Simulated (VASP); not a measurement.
VASP ran on this input.

### POSCAR
```
CsCl
1
    4.1412301735     0.0000000000     0.0000000000
    0.0000000000     4.1412301735     0.0000000000
    0.0000000000     0.0000000000     4.1412301735
Cs Cl
1 1
Direct
  0.0000000000   0.0000000000   0.0000000000
  0.5000000000   0.5000000000   0.5000000000
```

**INCAR**
```
SYSTEM = CsCl
PREC = Accurate
ENCUT = 520
EDIFF = 1E-7
NELM = 100
ALGO = Normal
LREAL = .FALSE.
LASPH = .TRUE.
ISMEAR = 0
SIGMA = 0.05
GGA = MK
PARAM1 = 0.1234568
PARAM2 = 0.7114
ZAB_VDW = -1.8867
LUSE_VDW = .TRUE.
AGGAC = 0.0
LMAXMIX = 4
LWAVE = .FALSE.
LCHARG = .FALSE.
ISIF = 2
```

**KPOINTS**
```
Automatic mesh
0
Gamma
7 7 7
0 0 0
```

POTCAR, in this order: Cs_sv Cl (PBE.64 set). Program: vasp_std.

Question: Write an equivalent input for Quantum ESPRESSO's pw.x.

Answer: One equivalent input (not run):
```
&CONTROL
  calculation = 'scf'
  pseudo_dir = './pseudo'
  outdir = './out'
  tprnfor = .true.
  tstress = .true.
/
&SYSTEM
  ibrav = 0
  nat = 2
  ntyp = 2
  ecutwfc = 58
  occupations = 'smearing'
  smearing = 'gaussian'
  degauss = 0.003675
  input_dft = 'vdw-df2-b86r'
/
&ELECTRONS
  conv_thr = 7.3e-09
  electron_maxstep = 100
/
ATOMIC_SPECIES
  Cs 132.905 Cs.upf
  Cl 35.450 Cl.upf
CELL_PARAMETERS angstrom
     4.1412302    0.0000000    0.0000000
     0.0000000    4.1412302    0.0000000
     0.0000000    0.0000000    4.1412302
ATOMIC_POSITIONS crystal
  Cs   0.0000000  0.0000000  0.0000000
  Cl   0.5000000  0.5000000  0.5000000
K_POINTS automatic
  7 7 7 0 0 0
```
What does not carry over: the potentials are each code's own (VASP's PAW set, PseudoDojo norm-conserving files in pw.x), so ENCUT and ecutwfc are chosen apart and not converted; conv_thr bounds pw.x's estimated SCF error, while EDIFF bounds the energy change between steps.

The compound is CsCl in the CsCl type structure. This cell is one point of a volume scan, at 1.03 of the reference volume.
